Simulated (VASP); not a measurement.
The input files of a VASP run:

File KPOINTS:
```
Automatic mesh
0
Gamma
9 9 9
0 0 0
```

### POSCAR
```
BAs
4.8470650
  0.0000000000   0.4999999535   0.4999999535
  0.4999999535   0.0000000000   0.4999999535
  0.4999999535   0.4999999535   0.0000000000
B As
1 1
direct
  0.0000000000   0.0000000000   0.0000000000
  0.2500000000   0.2500000000   0.2500000000
```

INCAR:
```
# general
SYSTEM   = BAs
PREC     = Accurate
ENCUT    = 520
LREAL    = F
LASPH    = T

# electronic loop
EDIFF    = 1E-7
NELM     = 100
ALGO     = Normal
LMAXMIX  = 4

# smearing
ISMEAR   = 0
SIGMA    = 0.05

# functional
GGA      = CX
LUSE_VDW = T
AGGAC    = 0.0

# ions
ISIF     = 2

# output
LWAVE    = F
LCHARG   = F
```

POTCAR, in this order: B As (PBE.64 set). Program: vasp_std.

Question: Write an equivalent input for Quantum ESPRESSO's pw.x.

Answer: One equivalent input (not run):
```
&CONTROL
  calculation = 'scf'
  pseudo_dir = './pseudo'
  outdir = './out'
  tprnfor = .true.
  tstress = .true.
/
&SYSTEM
  ibrav = 0
  nat = 2
  ntyp = 2
  ecutwfc = 84
  occupations = 'smearing'
  smearing = 'gaussian'
  degauss = 0.003675
  input_dft = 'vdw-df-cx'
/
&ELECTRONS
  conv_thr = 7.3e-09
  electron_maxstep = 100
/
ATOMIC_SPECIES
  B 10.810 B.upf
  As 74.922 As.upf
CELL_PARAMETERS angstrom
     0.0000000    2.4235323    2.4235323
     2.4235323    0.0000000    2.4235323
     2.4235323    2.4235323    0.0000000
ATOMIC_POSITIONS crystal
  B    0.0000000  0.0000000  0.0000000
  As   0.2500000  0.2500000  0.2500000
K_POINTS automatic
  9 9 9 0 0 0
```
What does not carry over: the potentials are each code's own (VASP's PAW set, PseudoDojo norm-conserving files in pw.x), so ENCUT and ecutwfc are chosen apart and not converted; conv_thr bounds pw.x's estimated SCF error, while EDIFF bounds the energy change between steps.

The compound is BAs in the zinc blende structure. This cell is one point of a volume scan, at 1.03 of the reference volume.
